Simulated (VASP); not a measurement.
Level of theory: PBE GGA, VASP's PBE PAW potentials (set 64) (plane waves; VASP 6.6.1).

A VASP calculation is set up with these files.

INCAR:
```
LORBIT=11   ! lm-projected
NELM=100   ! most electronic steps
LREAL=.FALSE.
NEDOS=601   ! DOS grid
ALGO=Normal   ! blocked Davidson
LCHARG=.TRUE.
GGA=PE
LMAXMIX=6
ENCUT=520
EDIFF=1E-7   ! SCF stop (eV)
PREC=Accurate
ISMEAR=-5   ! tetrahedra, Bloechl
LASPH=.TRUE.
LWAVE=.FALSE.
SYSTEM=LaC
ISIF=2
```

**KPOINTS**
```
Regular mesh
0
gamma
  12 12 12
```

File POSCAR:
```
LaC
1
    3.2809173495     0.0000000000     0.0000000000
   -0.0000000000     3.2809173495     0.0000000000
   -0.0000000000    -0.0000000000     3.2809173495
La C
1 1
Direct
  0.0000000000   0.0000000000   0.0000000000
  0.5000000000   0.5000000000   0.5000000000
```

POTCAR, in this order: La C (PBE.64 set). Program: vasp_std.

### Question
Predict the energy per atom (σ→0), band gap (on the k-mesh).

### Answer

```json
{
 "energy per atom (σ→0)": "-6.365 eV/atom",
 "band gap (on the k-mesh)": "none (metal, semimetal or under 0.01 eV)"
}
```

File OSZICAR:
```
...
DAV:  10    -0.127304716059E+02   -0.48429E-03   -0.24223E-03  3039   0.721E-01    0.783E-02
DAV:  11    -0.127303236818E+02    0.14792E-03   -0.17781E-03  3043   0.496E-01    0.502E-02
DAV:  12    -0.127303126134E+02    0.11068E-04   -0.12603E-04  3055   0.143E-01    0.107E-02
DAV:  13    -0.127303125976E+02    0.15772E-07   -0.17281E-05  3515   0.300E-02    0.488E-03
DAV:  14    -0.127303119917E+02    0.60588E-06   -0.34590E-07  2380   0.767E-03    0.131E-03
DAV:  15    -0.127303117438E+02    0.24791E-06   -0.78027E-08  1759   0.394E-03    0.444E-04
DAV:  16    -0.127303116750E+02    0.68830E-07   -0.24878E-08  1554   0.287E-03
   1 F= -.12730312E+02 E0= -.12730312E+02  d E =0.000000E+00
```

The structure was generated: LaC was put into the CsCl type type (Pm-3m), which need not be its known phase. It was relaxed first, which changed the volume by -29 %. The electron count is odd and the run is not spin-polarised, which forces a metal.
